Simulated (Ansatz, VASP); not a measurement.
# MoS2 in two plane-wave programs, part 2 of 2

Aim: how closely do two programs agree when they are given the same cell, functional and k mesh?

VASP 6.6.1 and Ansatz 0.2.0.

So far. Step 2 (Ansatz: single point, HSE06): The run ends at a pressure of -2.87 GPa, with forces up to 0.60 eV/Å.

The database entry behind the starting cell differs from later determinations by our own check (about 0.3 % long), so it need not match the best structure at ambient conditions.

## (3) VASP: single point, HSE06

Level of this step: HSE06, no spin polarisation; plane waves and PAW (Mo_sv_GW, S_GW) (VASP).

The same cell, functional, mesh and smearing now go to VASP, with its own data sets and cutoff.

Lines of VASP's logs that name or quote its potential files are left out, and so is its time.

The run reads the wave functions of an earlier VASP run, which isn't shown here.

The input, INCAR:

```
SYSTEM = MoS2
PREC = Accurate
ENCUT = 370
EDIFF = 1E-08
NELM = 100
ISMEAR = 0
SIGMA = 0.01
LREAL = .FALSE.
ALGO = Normal
LHFCALC = .TRUE.
AEXX = 0.25
GGA = PE
HFSCREEN = 0.2
LASPH = .TRUE.
NBANDS = 32
PRECFOCK = Fast
LORBIT = 11
LWAVE = .TRUE.
LCHARG = .FALSE.
KPAR = 8
```

The input, POSCAR:

```
MoS2
1.0
    3.1690000000      0.0000000000      0.0000000000
   -1.5845000000      2.7444345046      0.0000000000
    0.0000000000      0.0000000000     12.3240000000
Mo S
2 4
Direct
    0.3333333333      0.6666666667      0.2500000000
    0.6666666667      0.3333333333      0.7500000000
    0.3333333333      0.6666666667      0.6230000000
    0.6666666667      0.3333333333      0.1230000000
    0.3333333333      0.6666666667      0.8770000000
    0.6666666667      0.3333333333      0.3770000000
```

The input, KPOINTS:

```
Automatic mesh
0
Gamma
6 6 2
0 0 0
```

PAW data sets: Mo_sv_GW and S_GW (PBE family, release 64).

On the command line:

```sh
$ mpirun -np 8 vasp_std
```

Numbers of over 12 decimals in the logs are rounded to 6 here.

The log of the run:

```text
[banner, memory and clock lines left out]
running    8 mpi-ranks, on    1 nodes
 distrk:  each k-point on    1 cores,    8 groups
 distr:  one band on    1 cores,    1 groups

 POSCAR found type information on POSCAR MoS
 POSCAR found :  2 types and       6 ions
|                                                                             |
|           W    W    AA    RRRRR   N    N  II  N    N   GGGG   !!!           |
|           W    W   A  A   R    R  NN   N  II  NN   N  G    G  !!!           |
|           W    W  A    A  R    R  N N  N  II  N N  N  G       !!!           |
|           W WW W  AAAAAA  RRRRR   N  N N  II  N  N N  G  GGG   !            |
|           WW  WW  A    A  R   R   N   NN  II  N   NN  G    G                |
|           W    W  A    A  R    R  N    N  II  N    N   GGGG   !!!           |
|                                                                             |
|     For optimal performance we recommend to set                             |
|       NCORE = 2 up to number-of-cores-per-socket                            |
|     NCORE specifies how many cores store one orbital (NPAR=cpu/NCORE).      |
|     This setting can greatly improve the performance of VASP for DFT.       |
|     The default, NCORE=1 might be grossly inefficient on modern             |
|     multi-core architectures or massively parallel machines. Do your        |
|     Unfortunately you need to use the default for GW and RPA                |
|     calculations (for HF NCORE is supported but not extensively tested      |
|     yet).                                                                   |
|                                                                             |

 LDA part: xc-table for (Slater+PW92), standard interpolation
 found WAVECAR, reading the header
 POSCAR, INCAR and KPOINTS ok, starting setup
 FFT: planning ... GRIDC
 FFT: planning ... GRID_SOFT
 FFT: planning ... GRID
 reading WAVECAR
 the WAVECAR file was read successfully
 initial charge from wavefunction
 entering main loop
       N       E                     dE             d eps       ncg     rms          rms(c)
DAV:   1    -0.530127495391E+02   -0.53013E+02   -0.12790E+00  1344   0.951E+00    0.150E+00
DAV:   2    -0.529750758107E+02    0.37674E-01   -0.15923E-01  1424   0.452E+00    0.438E-01
DAV:   3    -0.529810867170E+02   -0.60109E-02   -0.44455E-02  1416   0.133E+00    0.329E-01
DAV:   4    -0.529769944568E+02    0.40923E-02   -0.83454E-03  1360   0.707E-01    0.162E-01
DAV:   5    -0.529776291424E+02   -0.63469E-03   -0.36211E-03  1320   0.279E-01    0.105E-01
DAV:   6    -0.529773858656E+02    0.24328E-03   -0.72939E-04  1464   0.275E-01    0.499E-02
DAV:   7    -0.529774309961E+02   -0.45130E-04   -0.18916E-04  1296   0.717E-02    0.347E-02
DAV:   8    -0.529774123809E+02    0.18615E-04   -0.47982E-05  1384   0.664E-02    0.187E-02
DAV:   9    -0.529774164661E+02   -0.40851E-05   -0.14598E-05  1336   0.181E-02    0.108E-02
DAV:  10    -0.529774156233E+02    0.84275E-06   -0.36715E-06  1544   0.167E-02    0.571E-03
DAV:  11    -0.529774162875E+02   -0.66414E-06   -0.10054E-06  1232   0.580E-03    0.371E-03
DAV:  12    -0.529774164421E+02   -0.15463E-06   -0.29194E-07  1384   0.529E-03    0.218E-03
DAV:  13    -0.529774166182E+02   -0.17610E-06   -0.79950E-08  1152   0.145E-03    0.124E-03
DAV:  14    -0.529774167067E+02   -0.88506E-07   -0.13036E-08   784   0.118E-03    0.693E-04
DAV:  15    -0.529774167703E+02   -0.63549E-07   -0.91748E-09   784   0.898E-04    0.493E-04
DAV:  16    -0.529774168041E+02   -0.33806E-07   -0.36783E-09   784   0.567E-04    0.266E-04
DAV:  17    -0.529774168230E+02   -0.18968E-07   -0.19964E-09   768   0.443E-04    0.195E-04
DAV:  18    -0.529774168349E+02   -0.11857E-07   -0.12431E-09   784   0.361E-04    0.888E-05
DAV:  19    -0.529774168417E+02   -0.68158E-08   -0.82357E-10   776   0.271E-04
   1 F= -.52977417E+02 E0= -.52977417E+02  d E =0.000000E+00
 writing wavefunctions
```

Parts of OUTCAR (step 3):

```text
ion  position               nearest neighbor table
   1  0.333  0.667  0.250-   4 2.41   6 2.41   4 2.41   6 2.41   4 2.41   6 2.41
   2  0.667  0.333  0.750-   3 2.41   5 2.41   3 2.41   5 2.41   3 2.41   5 2.41
   3  0.333  0.667  0.623-   2 2.41   2 2.41   2 2.41
   4  0.667  0.333  0.123-   1 2.41   1 2.41   1 2.41
   5  0.333  0.667  0.877-   2 2.41   2 2.41   2 2.41
   6  0.667  0.333  0.377-   1 2.41   1 2.41   1 2.41

  LATTYP: Found a hexagonal cell.
 ALAT       =     3.1690000000
 C/A-ratio  =     3.8889239508

 Subroutine GETGRP returns: Found 24 space group operations
 (whereof 12 operations were pure point group operations)

The static configuration has the point symmetry D_3d.
 The point group associated with its full space group is D_6h.

 Found     14 irreducible k-points:

   k-points           NKPTS =     14   k-points in BZ     NKDIM =     72   number of bands    NBANDS=     32

   dimension x,y,z NGX =    20 NGY =   20 NGZ =   80
   dimension x,y,z NGXF=    40 NGYF=   40 NGZF=  160

   ENCUT  =  370.0 eV  27.19 Ry    5.21 a.u.   4.97  4.97 19.33*2*pi/ulx,y,z

   NELECT =      52.0000    total number of electrons

 k-points in reciprocal lattice and weights: Automatic mesh
   0.00000000  0.00000000  0.00000000       0.014
   0.16666667 -0.00000000  0.00000000       0.083
   0.33333333 -0.00000000  0.00000000       0.083
   0.50000000 -0.00000000  0.00000000       0.042
   0.16666667  0.16666667  0.00000000       0.083
   0.33333333  0.16666667  0.00000000       0.167
   0.33333333  0.33333333  0.00000000       0.028
   0.00000000  0.00000000  0.50000000       0.014
   0.16666667 -0.00000000  0.50000000       0.083
[...]
0.33333333  0.16666667  0.50000000       0.167
   0.33333333  0.33333333  0.50000000       0.028

  exchange ACFDT corr.  =         0.00000000  see jH, gK, PRB 81, 115126

 average (electrostatic) potential at core
       1 -94.6332       2 -94.6332       3 -83.9504       4 -83.9504       5 -83.9504
       6 -83.9504

 E-fermi :   7.2807

 k-point     1 :       0.0000    0.0000    0.0000
  band No.  band energies     occupation
    ...
     22       4.7416      2.00000
     23       4.7417      2.00000
     24       5.6518      2.00000
     25       5.8225      2.00000
     26       7.0725      2.00000
     27       9.9105      0.00000
     28       9.9141      0.00000
     29       9.9418      0.00000
     30       9.9431      0.00000
     31      10.0561      0.00000
    ...

 k-point     2 :       0.1667   -0.0000    0.0000
  band No.  band energies     occupation
    ...
     22       4.1195      2.00000
     23       4.7482      2.00000
     24       5.6828      2.00000
     25       5.7561      2.00000
     26       6.2278      2.00000
     27       9.2111      0.00000
     28       9.5909      0.00000
     29       9.6750      0.00000
     30       9.8089      0.00000
     31       9.8391      0.00000
    ...

 k-point     3 :       0.3333   -0.0000    0.0000
  band No.  band energies     occupation
    ...
     22       4.7167      2.00000
     23       4.7202      2.00000
     24       4.8470      2.00000
     25       5.0876      2.00000
     26       5.3490      2.00000
     27       9.0876      0.00000
     28       9.1954      0.00000
     29       9.3669      0.00000
     30       9.8545      0.00000
     31      10.3377      0.00000
    ...

  energy-cutoff  :      370.00
  volume of cell :      107.18
      direct lattice vectors                 reciprocal lattice vectors
     3.169000000  0.000000000  0.000000000     0.315556958  0.182186895  0.000000000
    -1.584500000  2.744434505  0.000000000     0.000000000  0.364373789  0.000000000
     0.000000000  0.000000000 12.324000000     0.000000000  0.000000000  0.081142486

 POSITION                                       TOTAL-FORCE (eV/Angst)
 -----------------------------------------------------------------------------------
     -0.00000      1.82962      3.08100         0.000000     -0.000000      0.000000
      1.58450      0.91481      9.24300        -0.000000      0.000000     -0.000000
     -0.00000      1.82962      7.67785         0.000000      0.000000      0.581493
      1.58450      0.91481      1.51585        -0.000000     -0.000000      0.581493
     -0.00000      1.82962     10.80815         0.000000      0.000000     -0.581493
      1.58450      0.91481      4.64615        -0.000000     -0.000000     -0.581493
 -----------------------------------------------------------------------------------
    total drift:                               -0.000000      0.000000      0.000001

  FREE ENERGIE OF THE ION-ELECTRON SYSTEM (eV)
  ---------------------------------------------------
  free  energy   TOTEN  =       -52.9774168417 eV

  energy  without entropy=      -52.9774168417  energy(sigma->0) =      -52.97741684

 total charge
# of ion       s       p       d       f       tot
--------------------------------------------------
    1        2.107   6.057   2.978   0.031  11.173
    2        2.107   6.057   2.978   0.031  11.173
    3        1.355   2.308   0.070   0.000   3.733
    4        1.355   2.308   0.070   0.000   3.733
    5        1.355   2.308   0.070   0.000   3.733
    6        1.355   2.308   0.070   0.000   3.733
--------------------------------------------------
tot          9.632  21.344   6.238   0.063  37.276

[... 3 further parts left out ...]
```

This run has no spin polarisation, so a moment on Mo, if there is one, isn't seen.

## (4) Side by side

Known differences besides the potentials themselves: exact exchange at q = 0 is treated differently, which shows on coarse meshes; VASP keeps PBE cores, Ansatz makes them for the functional; the cutoff is 420 eV in Ansatz and 370 eV in VASP; VASP takes a coarser grid for exact exchange (PRECFOCK = Fast). Total energies have different zeros and are not compared.

Compared:

```tsv
quantity	Ansatz	VASP	difference
gap on the k mesh (eV)	1.462	1.462	0.000
```

Forces (eV/Å; atoms numbered as in POSCAR):

```tsv
atom	Ansatz x, y, z	VASP x, y, z
Mo1	0.000, 0.000, 0.000	0.000, 0.000, 0.000
Mo2	0.000, 0.000, 0.000	0.000, 0.000, 0.000
S3	0.000, 0.000, 0.597	0.000, 0.000, 0.581
S4	0.000, 0.000, 0.597	0.000, 0.000, 0.581
S5	0.000, 0.000, -0.597	0.000, 0.000, -0.581
S6	0.000, 0.000, -0.597	0.000, 0.000, -0.581
```

The forces differ by 7.1 meV/Å r.m.s., which is 2.6 % of the r.m.s. force of 0.27 eV/Å (both taken over all components). A gap on the mesh is an upper bound, since the band edges may lie between its points.

## (5) Outcome

```
r.m.s. force difference (single point, HSE06) : 2.6 % of the r.m.s. force
```

**Reading.** The r.m.s. force difference is 2.6 % of the r.m.s. force (single point, HSE06), within the 3 % picked in this series as the mark of a large difference. How closely two codes agree says nothing of how well the functional describes the real material.

[Lines on the potential files, build, host, timing and source positions are cut from VASP's logs without a mark.]

[Logs are printed without paths, hosts, clocks, repeated set-up lines and the standing remarks that a program may print on its own settings, such as how far it seeks lower states.]

[Hosts, paths, dates, database ids (printed as entryN), source tags and the programs' standing remarks are cut or masked in the printed files.]
